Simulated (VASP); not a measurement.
A convergence study with VASP on PtS$_{2}$ (1T layered): one setting is varied, all else stays as given below, so the limit is that of these other settings.

```
CELL_PARAMETERS angstrom
      1.77000    -3.06573     0.00000
      1.77000     3.06573     0.00000
      0.00000     0.00000     5.04000
ATOMIC_POSITIONS crystal
  Pt 0.00000 0.00000 0.00000
  S  0.33333 0.66667 0.23000
  S  0.66667 0.33333 0.77000
```

Level of theory: PBE GGA, VASP's PBE PAW potentials (set 64) (plane waves; VASP). The tightest run used: 550 eV cut-off, 12×12×8 Monkhorst-Pack mesh, Gaussian smearing of 0.050 eV, potentials Pt S.

The settings run are 1×1×1 mesh; 2×2×1 mesh; 3×3×2 mesh; 4×4×2 mesh; 5×5×3 mesh; 6×6×4 mesh; 7×7×4 mesh; 8×8×5 mesh; 9×9×6 mesh; 10×10×6 mesh; 11×11×7 mesh; 12×12×8 mesh. From which on does the energy per atom stay within 0.001 eV/atom of the tightest run?

From 6×6×4 mesh on: it is off by 0.0004 there and by no more than 0.001 in any finer run, while 5×5×3 mesh is off by 0.0015.
```json
[
 {"setting": "1×1×1 mesh", "E (eV/atom)": "-2.9811", "pressure (GPa)": "18.87", "largest force (eV/Å)": "1.381", "irreducible k-points": "1", "difference judged (eV/atom)": "2.1186"},
 {"setting": "2×2×1 mesh", "E (eV/atom)": "-5.0064", "pressure (GPa)": "11.25", "largest force (eV/Å)": "1.846", "irreducible k-points": "2", "difference judged (eV/atom)": "0.0933"},
 {"setting": "3×3×2 mesh", "E (eV/atom)": "-5.1218", "pressure (GPa)": "9.88", "largest force (eV/Å)": "0.912", "irreducible k-points": "4", "difference judged (eV/atom)": "0.0222"},
 {"setting": "4×4×2 mesh", "E (eV/atom)": "-5.0995", "pressure (GPa)": "10.09", "largest force (eV/Å)": "0.993", "irreducible k-points": "10", "difference judged (eV/atom)": "0.0002"},
 {"setting": "5×5×3 mesh", "E (eV/atom)": "-5.1011", "pressure (GPa)": "10.08", "largest force (eV/Å)": "1.034", "irreducible k-points": "12", "difference judged (eV/atom)": "0.0015"},
 {"setting": "6×6×4 mesh", "E (eV/atom)": "-5.1000", "pressure (GPa)": "10.10", "largest force (eV/Å)": "1.017", "irreducible k-points": "42", "difference judged (eV/atom)": "0.0004"},
 {"setting": "7×7×4 mesh", "E (eV/atom)": "-5.0994", "pressure (GPa)": "10.12", "largest force (eV/Å)": "1.017", "irreducible k-points": "24", "difference judged (eV/atom)": "0.0002"},
 {"setting": "8×8×5 mesh", "E (eV/atom)": "-5.0996", "pressure (GPa)": "10.11", "largest force (eV/Å)": "1.016", "irreducible k-points": "92", "difference judged (eV/atom)": "0.0000"},
 {"setting": "9×9×6 mesh", "E (eV/atom)": "-5.0997", "pressure (GPa)": "10.10", "largest force (eV/Å)": "1.015", "irreducible k-points": "57", "difference judged (eV/atom)": "0.0001"},
 {"setting": "10×10×6 mesh", "E (eV/atom)": "-5.0996", "pressure (GPa)": "10.11", "largest force (eV/Å)": "1.016", "irreducible k-points": "165", "difference judged (eV/atom)": "0.0000"},
 {"setting": "11×11×7 mesh", "E (eV/atom)": "-5.0996", "pressure (GPa)": "10.11", "largest force (eV/Å)": "1.016", "irreducible k-points": "94", "difference judged (eV/atom)": "0.0000"},
 {"setting": "12×12×8 mesh", "E (eV/atom)": "-5.0996", "pressure (GPa)": "10.11", "largest force (eV/Å)": "1.016", "irreducible k-points": "312", "difference judged (eV/atom)": "0.0000"}
]
```

Left out are rungs that failed or repeat a setting and relaxations that didn't move; long series are thinned to 24 rows.

The compound is PtS2 in the 1T layered structure. The cell was not relaxed at this level, forces remain on its atoms.
